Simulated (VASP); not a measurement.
Level of theory: r2SCAN meta-GGA, VASP's PBE PAW potentials (set 64) (plane waves; VASP).

VASP ran on this input.

INCAR:
```
! general
SYSTEM  = Be5Au
PREC    = Accurate
ENCUT   = 400
LREAL   = F   ! projection in real space or not
LASPH   = T

! electronic loop
EDIFF   = 1E-6
NELM    = 100   ! most electronic steps
ALGO    = Normal   ! blocked Davidson
LMAXMIX = 6   ! l cut-off of mixed one-centre charges
LMIXTAU = T

! smearing
ISMEAR  = 1
SIGMA   = 0.1   ! width (eV)

! functional
METAGGA = R2SCAN

! ions
IBRION  = 2
NSW     = 60
ISIF    = 3   ! ions, shape and volume
EDIFFG  = -0.02   ! ionic stop

! output
LWAVE   = F
LCHARG  = F
```

### KPOINTS
```
Automatic mesh
0
Gamma
8 8 8
0 0 0
```

File POSCAR:
```
Be5Au
1
    0.0000000000     3.0344276442     3.0344276442
    3.0344276442     0.0000000000     3.0344276442
    3.0344276442     3.0344276442     0.0000000000
Be Au
5 1
Direct
  0.2500000000   0.2500000000   0.2500000000
  0.6248911772   0.6248911772   0.6248911772
  0.1253264683   0.6248911772   0.6248911772
  0.6248911772   0.1253264683   0.6248911772
  0.6248911772   0.6248911772   0.1253264683
  0.0000000000   0.0000000000   0.0000000000
```

POTCAR, in this order: Be Au (PBE.64 set). Program: vasp_std.

The run wrote:

File OUTCAR:
```
 ion  position               nearest neighbor table
   1  0.250  0.250  0.250-   6 2.63   6 2.63   6 2.63   6 2.63
   2  0.625  0.625  0.625-   3 2.14   4 2.14   5 2.14   3 2.15   4 2.15   5 2.15   6 2.52   6 2.52
                             6 2.52
   3  0.125  0.625  0.625-   2 2.14   4 2.14   5 2.14   4 2.15   5 2.15   2 2.15   6 2.52   6 2.52
                             6 2.52
   4  0.625  0.125  0.625-   2 2.14   3 2.14   5 2.14   3 2.15   5 2.15   2 2.15   6 2.52   6 2.52
                             6 2.52
   5  0.625  0.625  0.125-   2 2.14   3 2.14   4 2.14   4 2.15   3 2.15   2 2.15   6 2.52   6 2.52
                             6 2.52
   6  0.000  0.000  0.000-   4 2.52   5 2.52   3 2.52   5 2.52   3 2.52   4 2.52   2 2.52   2 2.52
                             2 2.52   3 2.52   4 2.52   5 2.52   1 2.63   1 2.63   1 2.63   1 2.63
  LATTYP: Found a face centered cubic cell.
 ALAT       =     6.0688552884
 Subroutine PRICEL returns:
 Original cell was already a primitive cell.
 Subroutine GETGRP returns: Found 24 space group operations
The static configuration has the point symmetry T_d .
The dynamic configuration has the point symmetry T_d .
 Subroutine INISYM returns: Found 24 space group operations
 Subroutine IBZKPT returns following result:
 Found     29 irreducible k-points:

 Following reciprocal coordinates:
            Coordinates               Weight
  0.000000  0.000000  0.000000      1.000000
  0.125000  0.000000  0.000000      8.000000
  0.250000  0.000000  0.000000      8.000000
  0.375000  0.000000  0.000000      8.000000
  0.500000  0.000000  0.000000      4.000000
  0.125000  0.125000  0.000000      6.000000
  0.250000  0.125000  0.000000     24.000000
  0.375000  0.125000  0.000000     24.000000
  0.500000  0.125000  0.000000     24.000000
 -0.375000  0.125000  0.000000     24.000000
 -0.250000  0.125000  0.000000     24.000000
 -0.125000  0.125000  0.000000     12.000000
  0.250000  0.250000  0.000000      6.000000
  0.375000  0.250000  0.000000     24.000000
  0.500000  0.250000  0.000000     24.000000
 -0.375000  0.250000  0.000000     24.000000
 -0.250000  0.250000  0.000000     12.000000
  0.375000  0.375000  0.000000      6.000000
  0.500000  0.375000  0.000000     24.000000
 -0.375000  0.375000  0.000000     12.000000
  0.500000  0.500000  0.000000      3.000000
  0.375000  0.250000  0.125000     24.000000
  0.500000  0.250000  0.125000     48.000000
 -0.375000  0.250000  0.125000     24.000000
  0.500000  0.375000  0.125000     24.000000
 -0.375000  0.375000  0.125000     48.000000
 -0.250000  0.375000  0.125000     24.000000
 -0.375000  0.500000  0.125000     12.000000
 -0.250000  0.500000  0.250000      6.000000
   k-points           NKPTS =     29   k-points in BZ     NKDIM =     29   number of bands    NBANDS=     14
   number of dos      NEDOS =    301   number of ions     NIONS =      6
   total plane-waves  NPLWV =  21952
   dimension x,y,z NGX =    28 NGY =   28 NGZ =   28
   dimension x,y,z NGXF=    56 NGYF=   56 NGZF=   56
   ions per type =               5   1
   PREC   = accura    normal or accurate (medium, high low for compatibility)
   ISTART =      0    job   : 0-new  1-cont  2-samecut
   ICHARG =      2    charge: 1-file 2-atom 10-const
   ISPIN  =      1    spin polarized calculation?
   LNONCOLLINEAR =      F non collinear calculations
   LSORBIT =      F    spin-orbit coupling
   INIWAV =      1    electr: 0-lowe 1-rand  2-diag
   ENCUT  =  400.0 eV  29.40 Ry    5.42 a.u.   7.00  7.00  7.00*2*pi/ulx,y,z
   NELM   =    100;   NELMIN=  2; NELMDL= -5     # of ELM steps
   EDIFF  = 0.1E-05   stopping-criterion for ELM
   LREAL  =      F    real-space projection
   NLSPLINE    = F    spline interpolate recip. space projectors
   LMAXMIX     =    6 max onsite mixed and CHGCAR
   VOSKOWN=      0    Vosko Wilk Nusair interpolation
   EDIFFG = -.2E-01   stopping-criterion for IOM
...
```

File OSZICAR:
```
       N       E                     dE             d eps       ncg     rms          rms(c)
DAV:   1     0.380165018344E+01    0.38017E+01   -0.81447E+03   820   0.108E+03
DAV:   2    -0.788469453417E+02   -0.82649E+02   -0.80476E+02   962   0.224E+02
DAV:   3    -0.815992322371E+02   -0.27523E+01   -0.27211E+01  1124   0.454E+01
DAV:   4    -0.816215863973E+02   -0.22354E-01   -0.22346E-01   944   0.433E+00
DAV:   5    -0.816219324383E+02   -0.34604E-03   -0.34596E-03  1148   0.520E-01    0.158E+01
DAV:   6    -0.733012318989E+02    0.83207E+01   -0.44280E+01   848   0.673E+01    0.144E+01
DAV:   7    -0.728982018244E+02    0.40303E+00   -0.33583E+00   854   0.217E+01    0.435E+00
DAV:   8    -0.728491366219E+02    0.49065E-01   -0.36211E-01  1028   0.593E+00    0.852E-01
DAV:   9    -0.728341536992E+02    0.14983E-01   -0.33004E-02   986   0.227E+00    0.307E-01
DAV:  10    -0.728320247751E+02    0.21289E-02   -0.87824E-03   908   0.981E-01    0.630E-02
DAV:  11    -0.728360120625E+02   -0.39873E-02   -0.43027E-03   860   0.724E-01    0.272E-02
DAV:  12    -0.728368836075E+02   -0.87155E-03   -0.25196E-04   980   0.158E-01    0.148E-02
DAV:  13    -0.728370464934E+02   -0.16289E-03   -0.19105E-05  1028   0.502E-02    0.905E-03
DAV:  14    -0.728370539436E+02   -0.74502E-05   -0.22755E-05   914   0.506E-02    0.741E-03
DAV:  15    -0.728370693132E+02   -0.15370E-04   -0.92283E-06   890   0.356E-02    0.212E-03
DAV:  16    -0.728370699367E+02   -0.62343E-06   -0.46959E-07   580   0.699E-03
   1 F= -.72837070E+02 E0= -.72836521E+02  d E =-.728371E+02
       N       E                     dE             d eps       ncg     rms          rms(c)
DAV:   1    -0.729004298978E+02   -0.63361E-01   -0.87565E-01   860   0.108E+01    0.177E+00
DAV:   2    -0.728426264312E+02    0.57803E-01   -0.24505E-01   848   0.644E+00    0.824E-01
DAV:   3    -0.728425718103E+02    0.54621E-04   -0.83195E-03   920   0.835E-01    0.538E-01
DAV:   4    -0.728406502408E+02    0.19216E-02   -0.56603E-03   890   0.703E-01    0.128E-01
DAV:   5    -0.728421037000E+02   -0.14535E-02   -0.81043E-04   872   0.354E-01    0.457E-02
DAV:   6    -0.728416476983E+02    0.45600E-03   -0.27328E-04   950   0.171E-01    0.140E-02
DAV:   7    -0.728421023771E+02   -0.45468E-03   -0.11101E-04   884   0.104E-01    0.462E-03
DAV:   8    -0.728421046003E+02   -0.22232E-05   -0.24254E-06  1024   0.147E-02    0.384E-03
DAV:   9    -0.728421116690E+02   -0.70687E-05   -0.84355E-07   502   0.102E-02    0.319E-03
DAV:  10    -0.728421126807E+02   -0.10117E-05   -0.54681E-07   472   0.795E-03    0.725E-04
DAV:  11    -0.728421128199E+02   -0.13925E-06   -0.87454E-08   460   0.272E-03
   2 F= -.72842113E+02 E0= -.72841536E+02  d E =-.504288E-02
       N       E                     dE             d eps       ncg     rms          rms(c)
DAV:   1    -0.728452289601E+02   -0.31163E-02   -0.40329E-02   836   0.231E+00    0.365E-01
DAV:   2    -0.728425256478E+02    0.27033E-02   -0.12123E-02   830   0.142E+00    0.170E-01
DAV:   3    -0.728425250350E+02    0.61278E-06   -0.40671E-04   878   0.193E-01    0.105E-01
DAV:   4    -0.728424529401E+02    0.72095E-04   -0.26379E-04   890   0.149E-01    0.244E-02
DAV:   5    -0.728425170488E+02   -0.64109E-04   -0.41930E-05   848   0.788E-02    0.688E-03
DAV:   6    -0.728424977328E+02    0.19316E-04   -0.12023E-05   992   0.351E-02    0.335E-03
DAV:   7    -0.728425155498E+02   -0.17817E-04   -0.50744E-06   860   0.220E-02    0.705E-04
DAV:   8    -0.728425157154E+02   -0.16552E-06   -0.12152E-07   448   0.337E-03
   3 F= -.72842516E+02 E0= -.72841945E+02  d E =-.544578E-02
```

**OUTCAR**
```
------------------------ aborting loop because EDIFF is reached ----------------------------------------
  FORCE on cell =-STRESS in cart. coord.  units (eV):
  Direction    XX          YY          ZZ          XY          YZ          ZX
  --------------------------------------------------------------------------------------
  Total        0.0084138      0.0084138      0.0084138      0.0000000      0.0000000     -0.0000000
  in kB        0.2378207      0.2378207      0.2378207      0.0000000      0.0000000     -0.0000000
  external PRESSURE =       0.2378207 kB  Pullay stress =       0.0000000 kB
  volume of cell :       56.68
      direct lattice vectors                 reciprocal lattice vectors
     0.000000000  3.048891067  3.048891067    -0.163994052  0.163994052  0.163994052
     3.048891067 -0.000000000  3.048891067     0.163994052 -0.163994052  0.163994052
     3.048891067  3.048891067  0.000000000     0.163994052  0.163994052 -0.163994052
 POSITION                                       TOTAL-FORCE (eV/Angst)
 -----------------------------------------------------------------------------------
      1.52445      1.52445      1.52445         0.000000      0.000000      0.000000
      3.80962      3.80962      3.80962         0.001960      0.001960      0.001960
      3.80962      2.28816      2.28816         0.001960     -0.001960     -0.001960
      2.28816      3.80962      2.28816        -0.001960      0.001960     -0.001960
      2.28816      2.28816      3.80962        -0.001960     -0.001960      0.001960
      0.00000      0.00000      0.00000        -0.000000      0.000000      0.000000
 -----------------------------------------------------------------------------------
    total drift:                                0.000000      0.000000      0.000000
  FREE ENERGIE OF THE ION-ELECTRON SYSTEM (eV)
  ---------------------------------------------------
  free  energy   TOTEN  =       -72.8425157154 eV

  energy  without entropy=      -72.8408045685  energy(sigma->0) =      -72.84194533

 reached required accuracy - stopping structural energy minimisation
```
(Selected blocks of OUTCAR.)

File CONTCAR:
```
Be5Au
   1.00000000000000
     0.0000000000000000    3.0488910671685199    3.0488910671685199
     3.0488910671685199   -0.0000000000000000    3.0488910671685199
     3.0488910671685199    3.0488910671685199    0.0000000000000000
  Be              Au
     5     1
Direct
     0.2500000000000000    0.2500000000000000    0.2500000000000000
     0.6247554440714764    0.6247554440714764    0.6247554440714764
     0.1257336676855690    0.6247554440714764    0.6247554440714764
     0.6247554440714764    0.1257336676855690    0.6247554440714764
     0.6247554440714764    0.6247554440714764    0.1257336676855690
     0.0000000000000000    0.0000000000000000    0.0000000000000000
```

The compound is Be5Au in the sg216 structure. This run relaxes it. Symmetry was kept, so distortions that lower it aren't found. The start is the result of an earlier pass. The electron count is odd and the run is not spin-polarised, which forces a metal.
